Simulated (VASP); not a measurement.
Computed with r2SCAN meta-GGA, VASP's PBE PAW potentials (set 64) (plane waves; VASP).

VASP input:

INCAR:
```
! general
SYSTEM =AgB
PREC   =Accurate
ENCUT  =520
LREAL  =.FALSE.   ! projection in real space or not
LASPH  =.TRUE.

! electronic loop
EDIFF  =1E-6
NELM   =100
ALGO   =Normal
LMAXMIX=4
LMIXTAU=.TRUE.

! smearing
ISMEAR =1
SIGMA  =0.1   ! width (eV)

! functional
METAGGA=R2SCAN

! ions
IBRION =2   ! conjugate gradients
NSW    =60   ! most ionic steps
ISIF   =3
EDIFFG =-0.01   ! ionic stop

! output
LWAVE  =.FALSE.
LCHARG =.FALSE.
```

### POSCAR
```
AgB
1
    2.9340840000     0.0000000000     0.0000000000
    0.0000000000     2.9340840000     0.0000000000
    0.0000000000     0.0000000000     2.9340840000
Ag B
1 1
Direct
  0.0000000000   0.0000000000   0.0000000000
  0.5000000000   0.5000000000   0.5000000000
```

File KPOINTS:
```
Automatic mesh
0
Gamma
11 11 11
0 0 0
```

POTCAR, in this order: Ag B (PBE.64 set). Program: vasp_std.

What VASP printed:

### OSZICAR
```
       N       E                     dE             d eps       ncg     rms          rms(c)
DAV:   1     0.387685749708E+02    0.38769E+02   -0.72250E+03  1256   0.122E+03
DAV:   2    -0.291725482856E+02   -0.67941E+02   -0.64304E+02  1334   0.233E+02
DAV:   3    -0.304313948582E+02   -0.12588E+01   -0.12519E+01  1418   0.340E+01
DAV:   4    -0.304364889389E+02   -0.50941E-02   -0.50926E-02  1406   0.232E+00
DAV:   5    -0.304365372946E+02   -0.48356E-04   -0.48354E-04  1409   0.229E-01    0.102E+01
DAV:   6    -0.257761573395E+02    0.46604E+01   -0.14434E+01  1256   0.477E+01    0.105E+01
DAV:   7    -0.257845055833E+02   -0.83482E-02   -0.92548E-01  1271   0.131E+01    0.470E+00
DAV:   8    -0.257776105224E+02    0.68951E-02   -0.13140E-01  1340   0.451E+00    0.861E-01
DAV:   9    -0.257712228181E+02    0.63877E-02   -0.36451E-02  1288   0.245E+00    0.233E-01
DAV:  10    -0.257781727431E+02   -0.69499E-02   -0.41635E-03  1330   0.762E-01    0.829E-02
DAV:  11    -0.257785690313E+02   -0.39629E-03   -0.65001E-04  1364   0.318E-01    0.476E-02
DAV:  12    -0.257785045107E+02    0.64521E-04   -0.15807E-04  1324   0.162E-01    0.296E-02
DAV:  13    -0.257785579100E+02   -0.53399E-04   -0.33206E-05  1351   0.722E-02    0.574E-03
DAV:  14    -0.257785608924E+02   -0.29825E-05   -0.24761E-06  1362   0.204E-02    0.403E-03
DAV:  15    -0.257785640839E+02   -0.31914E-05   -0.24803E-06  1321   0.178E-02    0.715E-04
DAV:  16    -0.257785644574E+02   -0.37349E-06   -0.55687E-07   658   0.988E-03
   1 F= -.25778564E+02 E0= -.25778555E+02  d E =-.257786E+02
       N       E                     dE             d eps       ncg     rms          rms(c)
DAV:   1    -0.261720466309E+02   -0.39348E+00   -0.58339E+00  1303   0.312E+01    0.409E+00
DAV:   2    -0.257900145428E+02    0.38203E+00   -0.21643E+00  1250   0.186E+01    0.189E+00
DAV:   3    -0.257922958555E+02   -0.22813E-02   -0.52945E-02  1241   0.296E+00    0.948E-01
DAV:   4    -0.257799113266E+02    0.12385E-01   -0.38486E-02  1308   0.153E+00    0.199E-01
DAV:   5    -0.257874452758E+02   -0.75339E-02   -0.43303E-03  1295   0.636E-01    0.826E-02
DAV:   6    -0.257864853678E+02    0.95991E-03   -0.60813E-04  1352   0.262E-01    0.724E-02
DAV:   7    -0.257878086135E+02   -0.13232E-02   -0.95005E-04  1325   0.329E-01    0.240E-02
DAV:   8    -0.257878153790E+02   -0.67655E-05   -0.56154E-05  1292   0.854E-02    0.115E-02
DAV:   9    -0.257878125781E+02    0.28009E-05   -0.30820E-07   832   0.616E-03    0.123E-02
DAV:  10    -0.257878319794E+02   -0.19401E-04   -0.15986E-05  1288   0.514E-02    0.279E-03
DAV:  11    -0.257878323713E+02   -0.39192E-06   -0.32385E-07   688   0.669E-03
   2 F= -.25787832E+02 E0= -.25787941E+02  d E =-.926791E-02
       N       E                     dE             d eps       ncg     rms          rms(c)
DAV:   1    -0.258187103721E+02   -0.30878E-01   -0.45769E-01  1304   0.890E+00    0.118E+00
DAV:   2    -0.257893839366E+02    0.29326E-01   -0.13980E-01  1250   0.491E+00    0.584E-01
DAV:   3    -0.257900297406E+02   -0.64580E-03   -0.24900E-03  1244   0.593E-01    0.338E-01
DAV:   4    -0.257884665851E+02    0.15632E-02   -0.37195E-03  1314   0.503E-01    0.887E-02
DAV:   5    -0.257895562079E+02   -0.10896E-02   -0.50777E-04  1298   0.221E-01    0.324E-02
DAV:   6    -0.257895374433E+02    0.18765E-04   -0.62886E-05  1339   0.683E-02    0.211E-02
DAV:   7    -0.257896494072E+02   -0.11196E-03   -0.12858E-04  1329   0.126E-01    0.525E-03
DAV:   8    -0.257896522679E+02   -0.28607E-05   -0.85343E-06  1278   0.353E-02    0.310E-03
DAV:   9    -0.257896513364E+02    0.93151E-06   -0.14458E-07   694   0.514E-03
   3 F= -.25789651E+02 E0= -.25789817E+02  d E =-.110869E-01
```

### OUTCAR
```
------------------------ aborting loop because EDIFF is reached ----------------------------------------
  FORCE on cell =-STRESS in cart. coord.  units (eV):
  Direction    XX          YY          ZZ          XY          YZ          ZX
  --------------------------------------------------------------------------------------
  Total       -0.0051891     -0.0051891     -0.0051891     -0.0000000     -0.0000000      0.0000000
  in kB       -0.3404083     -0.3404083     -0.3404083     -0.0000000     -0.0000000      0.0000000
  external PRESSURE =      -0.3404083 kB  Pullay stress =       0.0000000 kB
  volume of cell :       24.42
      direct lattice vectors                 reciprocal lattice vectors
     2.901361592  0.000000000 -0.000000000     0.344665761 -0.000000000 -0.000000000
     0.000000000  2.901361592  0.000000000    -0.000000000  0.344665761  0.000000000
     0.000000000 -0.000000000  2.901361592     0.000000000 -0.000000000  0.344665761
 POSITION                                       TOTAL-FORCE (eV/Angst)
 -----------------------------------------------------------------------------------
      0.00000      0.00000      0.00000        -0.000000     -0.000000      0.000000
      1.45068      1.45068      1.45068         0.000000      0.000000      0.000000
 -----------------------------------------------------------------------------------
    total drift:                                0.000000      0.000000      0.000000
  FREE ENERGIE OF THE ION-ELECTRON SYSTEM (eV)
  ---------------------------------------------------
  free  energy   TOTEN  =       -25.7896513364 eV

  energy  without entropy=      -25.7901486732  energy(sigma->0) =      -25.78981712

 reached required accuracy - stopping structural energy minimisation
```
(Selected blocks of OUTCAR.)

File CONTCAR:
```
AgB
   1.00000000000000
     2.9013615920184890    0.0000000000000000   -0.0000000000000000
     0.0000000000000000    2.9013615920184890    0.0000000000000000
     0.0000000000000000   -0.0000000000000000    2.9013615920184890
  Ag              B
     1     1
Direct
     0.0000000000000000    0.0000000000000000    0.0000000000000000
     0.5000000000000000    0.5000000000000000    0.5000000000000000
```

Energy and stress use the plane-wave basis of the starting cell.

The structure was generated: AgB was put into the CsCl type (Pm-3m), which need not be its known phase. This run relaxes it. Symmetry was kept, so distortions that lower it aren't found.
